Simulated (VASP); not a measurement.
Wanted: the native input for a VASP 6.6.1 run.

```
Task                   : work function
Functional             : revPBE
Potentials or basis    : VASP PAW PBE potentials, release 64 (Ca_sv, Sc_sv)
Cutoff                 : 520 eV
k mesh                 : 4 × 8 × 1
Occupations            : fermi-dirac, width 0.05 eV
Spin                   : no spin polarisation
Dipole correction      : yes
Further INCAR settings : ALGO = Normal; EDIFF = 1e-06
```

The structure of CaSc lies in POSCAR:

```
CaSc
1.0
    6.5366700000      0.0000000000      0.0000000000
    0.0000000000      3.2053400000      0.0000000000
    0.0000000000      0.0000000000     23.8000000000
Ca Sc
1 1
Direct
    0.0000000000      0.0000000000      0.2941200000
    0.5000000000      0.0000000000      0.2941200000
```

The cell was built by a generator and needn't be a form met in nature.

These files were run (other wordings do the same):

INCAR

```
SYSTEM = CaSc
PREC = Accurate
ENCUT = 520
EDIFF = 1E-6
ISMEAR = -1
SIGMA = 0.05
LREAL = .FALSE.
LASPH = .TRUE.
NELM = 100
ALGO = Normal
ISIF = 2
LWAVE = .FALSE.
LCHARG = .TRUE.
LDIPOL = .TRUE.
IDIPOL = 3
DIPOL = 0.5 0.5 0.294
GGA = RE
LELF = .TRUE.
LVHAR = .TRUE.
LVACPOTAV = .TRUE.
```

KPOINTS

```
Automatic mesh
0
G
  4 8 1
  0 0 0
```

Potentials or basis: VASP PAW PBE potentials, release 64 (Ca_sv, Sc_sv).

Run with:

```bash
$ cat potpaw_PBE.64/Ca_sv/POTCAR potpaw_PBE.64/Sc_sv/POTCAR > POTCAR
$ mpirun -np 1 vasp_std > vasp.out
```

It gave:

- Band gap on the k mesh: none (metal or under the smearing width)
- Work function of the upper face: 3.14 eV
- Work function of the lower face: 3.14 eV

Run time: 2.9 min on 1 thread of Intel(R) Xeon(R) Platinum 8375C CPU @ 2.90GHz (Ice Lake) (shared host), peak memory 0.53 GiB.
